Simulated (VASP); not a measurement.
Computed with PBE GGA, VASP's PBE PAW potentials (set 64) (plane waves; VASP 6.6.1). For the first row: Numerical set-up: 520 eV cut-off, 10×10×10 Γ-centred mesh, first-order Methfessel-Paxton smearing of 0.10 eV, potentials In_d Sb.

| system | energy (eV/atom) |
|---|---|
| InSb (zinc blende) | -3.4761 |
| In (bct) | -2.5607 |
| Sb (a7) | -4.1476 |

The references are the elements' solids at the same level; no temperature or zero-point terms are added.  Spin-orbit coupling is left out, which shifts such energies by up to tenths of an eV for the heavy elements here.

### Question
What is the formation energy per atom of InSb?

### Answer
The references average (1×(-2.5607) + 1×(-4.1476))/2 = -3.3541 eV, so the formation energy is -3.4761 − (-3.3541) = -0.122 eV/atom. Measured: -0.160 eV/atom at 298 K (as given by Yubo Zhang et al., npj Computational Materials (2018), doi:10.1038/s41524-018-0065-z).
